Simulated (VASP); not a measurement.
An input for Ansatz (written as the equivalent of a VASP run, and not itself run):

Ansatz 0.2 input:
```yaml
crystal:
  lattice:
    - [0.0000000, 3.0000000, 3.0000000]
    - [3.0000000, 0.0000000, 3.0000000]
    - [3.0000000, 3.0000000, 0.0000000]
  atoms:
    - { symbol: Al, position: [0.2500000, 0.2500000, 0.2500000] }
    - { symbol: Al, position: [0.7500000, 0.7500000, 0.7500000] }
    - { symbol: Au, position: [0.0000000, 0.0000000, 0.0000000] }
kpoints:
  mp_grid: { grid: [8, 8, 8] }
hamiltonian:
  xc: r2scan
  pseudopotentials: { kind: paw }
scf:
  occupations: { method: methfessel_paxton, width: 0.1 }
  max_iter: 100
output: { forces: true, stress: true, eigenvalues: true }
```

Question: Translate this input to VASP (INCAR, KPOINTS, POSCAR, choice of POTCAR).

Answer: One answer among several that fit: 
KPOINTS:
```
Automatic mesh
0
Gamma
8 8 8
0 0 0
```

### INCAR
```
# general
SYSTEM  = AuAl2
PREC    = Accurate
ENCUT   = 480   # plane-wave cut-off (eV)
LREAL   = .FALSE.   # projection in real space or not
LASPH   = .TRUE.

# electronic loop
EDIFF   = 1E-7   # SCF stop (eV)
NELM    = 100   # most electronic steps
ALGO    = Normal   # blocked Davidson
LMAXMIX = 6   # l cut-off of mixed one-centre charges
LMIXTAU = .TRUE.

# smearing
ISMEAR  = 1   # Methfessel-Paxton
SIGMA   = 0.1   # width (eV)

# functional
METAGGA = R2SCAN

# ions
ISIF    = 2

# output
LWAVE   = .FALSE.
LCHARG  = .FALSE.
```

### POSCAR
```
AuAl2
1.0
  0.0000000000   3.0000000000   3.0000000000
  3.0000000000   0.0000000000   3.0000000000
  3.0000000000   3.0000000000   0.0000000000
Al Au
2 1
Direct
  0.2500000000   0.2500000000   0.2500000000
  0.7500000000   0.7500000000   0.7500000000
  0.0000000000   0.0000000000   0.0000000000
```

POTCAR, in this order: Al Au (PBE.64 set). Program: vasp_std.

What does not carry over: each code has its own PAW files, so the cut-off isn't converted (ENCUT is set for VASP's; basis.ecutwfc is left out, and Ansatz then takes the one that its files recommend); Ansatz stops its SCF on the density residual and VASP on the energy change (EDIFF).

The compound is AuAl2 in the fluorite structure. The cell was not relaxed at this level.
